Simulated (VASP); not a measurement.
Given:

```xyz
2
Lattice="0.0000 2.2959 2.2959 2.2959 0.0000 2.2959 2.2959 2.2959 0.0000" Properties=species:S:1:pos:R:3 pbc="T T T"
Hf     0.0000     0.0000     0.0000
N      2.2959     2.2959     2.2959
```

The numbers are results of PBE GGA with D3 dispersion (zero damping), VASP's PBE PAW potentials (set 64) (plane waves; VASP 6.6.1), not measurements. Numerical set-up: 520 eV cut-off, 14×14×14 Γ-centred mesh, first-order Methfessel-Paxton smearing of 0.10 eV, potentials Hf_pv N.

Q: Give the stress tensor in GPa (positive for a compressed cell).

A: 
```
-14.53    0.00    0.00
  0.00  -14.53    0.00
  0.00    0.00  -14.53
```
The pressure is its mean diagonal, -14.53 GPa.

The compound is HfN in the rock salt structure. This cell is one point of a volume scan, at 1.06 of the reference volume. The electron count is odd and the run is not spin-polarised, which forces a metal.
